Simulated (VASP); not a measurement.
Wanted: the native input for a VASP 6.6.1 run.

```
Task                   : single point
Functional             : PBE
Potentials or basis    : VASP PAW PBE potentials, release 64 (Be, B)
Cutoff                 : 520 eV
k mesh                 : 4 × 4 × 1
Occupations            : fermi-dirac, width 0.15 eV
Spin                   : no spin polarisation
Dipole correction      : no
Further INCAR settings : LREAL = Auto; ALGO = Fast; EDIFF = 1e-06; NBANDS = 32
```

The structure of Be16B lies in POSCAR:

```
Be16B
1.0
    4.5800000000      0.0000000000      0.0000000000
    2.2900000000      3.9663960000      0.0000000000
    0.0000000000      0.0000000000     17.3826450000
Be B
16 1
Direct
   -0.1666666667      0.3333333333      0.0575285867
    0.3333333333      0.3333333333      0.0575285867
   -0.1666666667      0.8333333333      0.0575285867
    0.3333333333      0.8333333333      0.0575285867
    0.0017623694      0.0018394532      0.1605978837
    0.4998908907     -0.0003464102      0.1608178732
   -0.0004693442      0.4999889068      0.1608126957
    0.5012135370      0.5012711792      0.1609336209
   -0.1727685980      0.3342633968      0.2642636377
    0.3296673054      0.3298291446      0.2638195741
   -0.1605336373      0.8397078859      0.2629659640
    0.3341670660      0.8273213265      0.2642825646
    0.0295961897      0.0297486686      0.3767370271
    0.5358295679     -0.0248512756      0.3618486139
   -0.0250429442      0.5360596874      0.3617979887
    0.4798916624      0.4800463696      0.3761939567
    0.2601329024      0.2605534092      0.4285162586
```

The cell was built by a generator and needn't be a form met in nature.

One way to write it, as run:

INCAR

```
PREC = Accurate
ENCUT = 520
EDIFF = 1E-6
ISMEAR = -1
SIGMA = 0.15
LREAL = Auto
LASPH = True
NELM = 100
ALGO = Fast
ISIF = 2
LWAVE = False
LCHARG = False
GGA = PE
NBANDS = 32
```

KPOINTS

```
regular mesh
0
Gamma
  4 4 1
```

Potentials or basis: VASP PAW PBE potentials, release 64 (Be, B).

Command:

```console
$ cat potpaw_PBE.64/Be/POTCAR potpaw_PBE.64/B/POTCAR > POTCAR
$ mpirun -np 1 vasp_std > vasp.out
```

It gave:

- Largest force: 0.041 eV/Å
- Band gap on the k mesh: none (metal or under the smearing width)

Caveat: the k mesh is coarse (spacing up to 0.40 Å⁻¹), so the values aren't converged.

It took 5.9 min on 1 thread of Intel(R) Xeon(R) Platinum 8375C CPU @ 2.90GHz (Ice Lake) (shared host), peak memory 0.44 GiB.
